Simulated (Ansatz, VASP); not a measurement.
Ga2Te3O: VASP beside Ansatz

```
Ga Te O
1.0
     3.90306    0.00000    0.00000
    -1.95153    3.38015    0.00000
     0.00000    0.00000   10.15583
Ga Te O
2 3 1
Cartesian
  1.9515 1.1267 1.0162
  0.0000 2.2534 9.1396
  0.0000 0.0000 5.0779
  1.9515 1.1267 7.2343
  0.0000 2.2534 2.9215
  0.0000 0.0000 0.0000
```

Change from the starting cell: species swapped into the Li3GdBi2 type (P-3m1, No. 164).

Alike in both runs: functional PBE; k mesh 6 × 6 × 2; occupations gaussian, width 0.1 eV; no spin polarisation.

Ansatz relaxed the structure, and its values are those at the end. VASP's run is a single point on that final structure, the one shown.

|  | VASP | Ansatz |
| --- | --- | --- |
| version | VASP 6.6.1 | Ansatz 0.2.0 |
| potentials or method | VASP PAW PBE potentials, release 64 (Ga_d, Te, O) | scalar-relativistic, plane waves, PAW |
| plane-wave cutoff (eV) | 520 | 420 |
| valence electrons in the cell | 50 | 80 |

Ansatz gave:

* gap on the k mesh at the Fermi level (eV): none
* pressure (GPa): 0.1
* rms of the force components (eV/Å): 0.003

Question: Which values does VASP return?

Answer: gap on the k mesh at the Fermi level (eV): none; pressure (GPa): 0.1; rms of the force components (eV/Å): 0.005.

A gap of «none» marks a metal or a gap that the smearing closes. The functional is the same, so the differences come from potentials, cutoffs and numerics. The two sets of potentials don't hold the same shells in valence.

Spin-orbit coupling is left out, which matters for the levels of Te.
